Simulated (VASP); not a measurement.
Given:

```xyz
6
Lattice="4.9538 0.0000 0.0000 0.0000 4.9538 0.0000 0.0000 0.0000 3.3688" Properties=species:S:1:pos:R:3 pbc="T T T"
Mn     4.9538     0.0000     0.0000
Mn     2.4769     2.4769     1.6844
F      1.5000     1.5000     3.3688
F      3.9769     0.9769     1.6844
F      0.9769     3.9769     1.6844
F      3.4538     3.4538     0.0000
```
Starting moments (μB, in the order of the record's atoms Mn Mn F F F F): 4.5 -4.5 0.0 0.0 0.0 0.0.

These are vdW-DF2, VASP's PBE PAW potentials (set 64) (plane waves; VASP 6.6.1) values and carry that method's errors. Numerical set-up: 520 eV cut-off, Gaussian smearing of 0.050 eV, potentials Mn_pv F.

Task: What does the run give for the cell moment, band gap (along the path) with the smallest direct gap where there is one?

Result: 
```
Quantity                                Value
------------------------------------  -------
band gap (along the path)             2.03 eV
smallest direct gap (along the path)  2.12 eV
cell moment                           0.00 μB
```

Total energies compare only between runs with the same potentials, cut-off and functional.

The compound is MnF2 in the rutile structure. It was relaxed first, which changed the volume by +5 %.
